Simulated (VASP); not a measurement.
VASP runs on Ni3Al (L1_2) share one base input (PBE GGA, plane waves, VASP's PBE PAW potentials (set 64)) and change the settings named in each case.

File KPOINTS:
```
Regular mesh
0
G
 8 8 8
```

### INCAR
```
! general
SYSTEM =Ni3Al
PREC   =Accurate
ENCUT  =400   ! plane-wave cut-off (eV)
LREAL  =.FALSE.   ! projection in real space or not
LASPH  =.TRUE.

! electronic loop
EDIFF  =1E-6
NELM   =100   ! most electronic steps
ALGO   =Normal
LMAXMIX=4

! smearing
ISMEAR =1
SIGMA  =0.1   ! width (eV)

! functional
GGA    =PE

! spin
ISPIN  =2   ! spin-polarised
MAGMOM =0.0 0.5 0.5 0.5

! ions
ISIF   =2

! output
LWAVE  =.FALSE.
LCHARG =.FALSE.
LORBIT =10
```

File POSCAR:
```
Ni3Al
1
    3.5700000000     0.0000000000     0.0000000000
    0.0000000000     3.5700000000     0.0000000000
    0.0000000000     0.0000000000     3.5700000000
Al Ni
1 3
Direct
  0.0000000000   0.0000000000   0.0000000000
  0.0000000000   0.5000000000   0.5000000000
  0.5000000000   0.0000000000   0.5000000000
  0.5000000000   0.5000000000   0.0000000000
```

POTCAR, in this order: Al Ni (PBE.64 set). Program: vasp_std.

```csv
change,E(σ→0) (eV/atom),pressure (GPa),moment (μB),−TS (eV),plane waves
base run,-5.4742,-0.84,0.76,-0.0013,852
ENCUT = 175,-4.3219,-209.10,0.53,0.0025,280
ENCUT = 325,-5.4795,-0.52,0.76,-0.0012,624
ENCUT = 375,-5.4753,-0.89,0.76,-0.0013,768
ENCUT = 425,-5.4734,-0.71,0.76,-0.0013,925
ENCUT = 525,-5.4733,-0.41,0.76,-0.0013,1260
ENCUT = 550,-5.4733,-0.44,0.76,-0.0013,1357
ENCUT = 600,-5.4732,-0.48,0.76,-0.0013,1568
```

Left out are runs that ran out of time, are held back, or changed the cell or the kind of run, fixed moments of cells without a moment, rows past the twelfth, gaps on odd meshes, pressures of charged cells and columns that move by less than the noise.

The compound is Ni3Al in the L1_2 structure. The cell was not relaxed at this level. The spin order is the one that the start imposed; others were not tried in this run.
